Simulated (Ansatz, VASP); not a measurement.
Two plane-wave programs on Ga4As3N

```
Ga As N
1.0
     5.18664    0.00000    0.00000
     0.00000    5.18664    0.00000
     0.00000    0.00000    5.18664
Ga As N
4 3 1
Direct
  0.50000 0.50000 0.50000
  0.00000 0.50000 0.00000
  0.50000 0.00000 0.00000
  0.00000 0.00000 0.50000
  0.50000 0.00000 0.50000
  0.00000 0.50000 0.50000
  0.50000 0.50000 0.00000
  0.00000 0.00000 0.00000
```

Alike in both runs: functional PBE; k mesh 4 × 4 × 4; occupations gaussian, width 0.1 eV; no spin polarisation.

Ansatz relaxed the structure, and its values are those at the end. VASP's run is a single point on that final structure, the one shown.

|  | VASP | Ansatz |
| --- | --- | --- |
| version | VASP 6.6.1 | Ansatz 0.2.0 |
| potentials or method | VASP PAW PBE potentials, release 64 (Ga_d, As, N) | scalar-relativistic, plane waves, PAW |
| plane-wave cutoff (eV) | 520 | 420 |
| valence electrons in the cell | 72 | 102 |

```tsv
	VASP	Ansatz	Ansatz less VASP
gap on the k mesh at the Fermi level (eV)	none	none	-
pressure (GPa)	0.1	-0.1	-0.24
```

A gap of «none» marks a metal or a gap that the smearing closes. The two sets of potentials don't hold the same shells in valence.
